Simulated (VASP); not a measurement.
Given:

```
CELL_PARAMETERS angstrom
      4.52432     0.00000     0.00000
      0.00000     4.52432     0.00000
      0.00000     0.00000     6.33934
ATOMIC_POSITIONS crystal
  Mg 0.50000 0.50000 0.50000
  Cd 0.00000 0.00000 0.00000
  Te 0.00000 0.50000 0.25431
  Te 0.50000 0.00000 0.74569
```

Calculation: LDA (Ceperley-Alder, Perdew-Zunger) with spin-orbit coupling, VASP's LDA PAW potentials (set 64) (plane waves; VASP). Numerical set-up: 400 eV cut-off, 5×5×3 Γ-centred mesh, Gaussian smearing of 0.050 eV, potentials Mg Cd Te.

Problem. What does the run give for the energy per atom (σ→0), band gap (over mesh and band path) with the smallest direct gap where there is one?

Solution. 
- band gap (over mesh and band path): 1.20 eV
- smallest direct gap (over mesh and band path): 1.20 eV
- energy per atom (σ→0): -3.392 eV/atom

The structure comes from a computed database's MgCdTe2 entry (P-4m2); how it stands against other phases isn't given here. It was relaxed first, which changed the volume by -6 %.
